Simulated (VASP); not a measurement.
A run of VASP 6.6.1 is set up as follows.

Contents of INCAR:

```
PREC = Accurate ; ENCUT = 520
EDIFF = 1E-6 ; ISMEAR = 0
SIGMA = 0.03 ; LREAL = F
LASPH = T ; NELM = 120
ALGO = Normal ; ISIF = 3
LWAVE = F ; LCHARG = F
GGA = PE ; IBRION = 2
NSW = 90 ; EDIFFG = -0.01
KPAR = 2
```

The input KPOINTS:

```
Automatic mesh
0
Gamma
  10 10 4
```

Contents of POSCAR:

```
Si2WC3
1.0
    3.0134131500      0.0000000000      0.0000000000
   -1.5067065800      2.6096923400      0.0000000000
    0.0000000000      0.0000000000      8.0910000000
Si W C
2 1 3
Direct
    0.0000000000      0.0000000000      0.8977876700
    0.3333333300      0.6666666700      0.5834878300
    0.0000000000      0.0000000000      0.2033123200
    0.3333333300      0.6666666700      0.0023482900
    0.0000000000      0.0000000000      0.6707452700
    0.3333333300      0.6666666700      0.3573105900
```

Potentials or basis: VASP PAW PBE potentials, release 64 (Si, W_sv, C).

Run with:

```sh
$ cat potpaw_PBE.64/Si/POTCAR potpaw_PBE.64/W_sv/POTCAR potpaw_PBE.64/C/POTCAR > POTCAR
$ mpirun -np 2 vasp_std > vasp.out
```

Predict the space group after relaxing (to 0.05 Å).

P3m1 (No. 156).

Estimate the relaxed volume.

10.61 Å³/atom.

Forces on the atoms (eV/Å):
```
Si   0.000  0.000  0.000
Si   0.000  0.000  0.001
W    0.000  0.000  0.000
C    0.000  0.000  0.000
C    0.000  0.000  0.003
C    0.000  0.000 -0.003
```
